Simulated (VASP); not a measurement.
Data:

```yaml
crystal:
  lattice:
    - [0.00000, 2.96141, 2.96141]
    - [2.96141, 0.00000, 2.96141]
    - [2.96141, 2.96141, 0.00000]
  atoms:
    - { symbol: Cd, position: [0.00000, 0.00000, 0.00000] }
    - { symbol: S, position: [0.25000, 0.25000, 0.25000] }
```

Calculation: PBE GGA, VASP's PBE PAW potentials (set 64) (plane waves; VASP). Numerical set-up: 350 eV cut-off, Gaussian smearing of 0.050 eV, potentials Cd S.

Question: Estimate the band gap (along the path) with the smallest direct gap where there is one.

Answer: 
| Item | Value |
|---|---|
| band gap (along the path) | 1.04 eV |
| smallest direct gap (along the path) | 1.04 eV |

The compound is CdS in the zinc blende structure, a metastable form; wurtzite is the usual one. It was relaxed first, which changed the volume by +5 %.
